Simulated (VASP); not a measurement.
The input files of a VASP run:

**POSCAR**
```
Rh
1.0
  0.0000000000   1.9380000000   1.9380000000
  1.9380000000   0.0000000000   1.9380000000
  1.9380000000   1.9380000000   0.0000000000
Rh
1
Cart
  0.0000000000   0.0000000000   0.0000000000
```

### INCAR
```
SYSTEM  =  Rh
PREC  =  Accurate; ENCUT  =  400; LREAL  =  .FALSE.
LASPH  =  .TRUE.
EDIFF  =  1E-6; NELM  =  100; ALGO  =  Normal
LMAXMIX  =  4
ISMEAR  =  1; SIGMA  =  0.1
GGA  =  PE
ISIF  =  2
LWAVE  =  .FALSE.; LCHARG  =  .FALSE.
```

File KPOINTS:
```
Automatic mesh
0
Gamma
12 12 12
0 0 0
```

POTCAR, in this order: Rh_pv (PBE.64 set). Program: vasp_std.

Task: Translate this PBE calculation to Ansatz.

Result: One equivalent input (not run):
Ansatz 0.2 input:
```yaml
crystal:
  lattice:
    - [0.0000000, 1.9380000, 1.9380000]
    - [1.9380000, 0.0000000, 1.9380000]
    - [1.9380000, 1.9380000, 0.0000000]
  atoms:
    - { symbol: Rh, position: [0.0000000, 0.0000000, 0.0000000] }
kpoints:
  mp_grid: { grid: [12, 12, 12] }
hamiltonian:
  xc: pbe
  pseudopotentials: { kind: paw }
scf:
  occupations: { method: methfessel_paxton, width: 0.1 }
  max_iter: 100
output: { forces: true, stress: true, eigenvalues: true }
```
What does not carry over: each code has its own PAW files, so the cut-off isn't converted (ENCUT is set for VASP's; basis.ecutwfc is left out, and Ansatz then takes the one that its files recommend); Ansatz stops its SCF on the density residual and VASP on the energy change (EDIFF).

The compound is Rh in the fcc structure. The cell was not relaxed at this level.
